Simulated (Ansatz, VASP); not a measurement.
**One calculation of LiGe2As3, two programs**

INCAR

```
SYSTEM = LiGe2As3
PREC = Accurate
ENCUT = 600
EDIFF = 1E-7
ISMEAR = 0
SIGMA = 0.1
LREAL = .FALSE.
LASPH = .TRUE.
NELM = 60
ALGO = Normal
ISIF = 3
LWAVE = .FALSE.
LCHARG = .FALSE.
GGA = PE
IBRION = 2
NSW = 90
EDIFFG = -0.04
```

Contents of KPOINTS:

```
regular mesh
0
G
  6 6 2
  0 0 0
```

Contents of POSCAR:

```
LiGe2As3
1.0
    3.5972608500      0.0000000000      0.0000000000
   -1.7986304200      3.1153192800      0.0000000000
    0.0000000000      0.0000000000      8.8743915800
Li Ge As
1 2 3
Direct
    0.0000000000      0.0000000000      0.0000000000
    0.3333333300      0.6666666700      0.3461675400
    0.6666666700      0.3333333300      0.6538324600
    0.6666666700      0.3333333300      0.1923350800
    0.0000000000      0.0000000000      0.5000000000
    0.3333333300      0.6666666700      0.8076649200
```

Input for Ansatz:

```yaml
crystal:
  lattice:
    - [3.59726085, 0.0, 0.0]
    - [-1.79863042, 3.11531928, 0.0]
    - [0.0, 0.0, 8.87439158]
  atoms:
    - { symbol: Li, position: [0.0, 0.0, 0.0] }
    - { symbol: Ge, position: [0.33333333, 0.66666667, 0.34616754] }
    - { symbol: Ge, position: [0.66666667, 0.33333333, 0.65383246] }
    - { symbol: As, position: [0.66666667, 0.33333333, 0.19233508] }
    - { symbol: As, position: [0.0, 0.0, 0.5] }
    - { symbol: As, position: [0.33333333, 0.66666667, 0.80766492] }
basis:
  ecutwfc: 420
kpoints:
  mp_grid: { grid: [6, 6, 2] }
hamiltonian:
  xc: pbe
scf:
  occupations: { method: gaussian, width: 0.1 }
  lower_state_search: "off"
output:
  forces: true
  stress: true
  eigenvalues: true
relax:
  adjacent_minimum: "off"
  f_tol: 0.04
  max_steps: 70
  cell: { stress_tol: 0.4 }
```

Alike in both runs: task relaxation of cell and atoms; functional PBE; k mesh 6 × 6 × 2; occupations gaussian, width 0.1 eV; no spin polarisation.

|  | VASP | Ansatz |
| --- | --- | --- |
| version | VASP 6.6.1 | Ansatz 0.2.0 |
| potentials or method | VASP PAW PBE potentials, release 64 (Li_sv, Ge_d, As) | scalar-relativistic, plane waves, PAW |
| plane-wave cutoff (eV) | 600 | 420 |
| valence electrons in the cell | 46 | 76 |

VASP gave:

| Quantity | Value |
| --- | --- |
| gap on the k mesh at the Fermi level, each at its own relaxed structure (eV) | none |
| relaxed volume (Å³/atom) | 19.87 |
| relaxed cell length with the largest relative difference (Å) | 10.195 |
| energy change over the relaxation (meV/atom) | -236 |

Q: Which values does Ansatz return?

A: gap on the k mesh at the Fermi level, each at its own relaxed structure (eV): none; relaxed volume (Å³/atom): 19.90; relaxed cell length with the largest relative difference (Å): 10.157; energy change over the relaxation (meV/atom): -232.

A gap of «none» marks a metal or a gap that the smearing closes. The two sets of potentials don't hold the same shells in valence.

Caveats: the cutoff is under 1.25 times the usual one of these potentials, so pressure, stress and relaxed cells hold a basis-set (Pulay) error (VASP); the volume moved by over 15 % at a fixed basis, so the end points are rough (VASP).
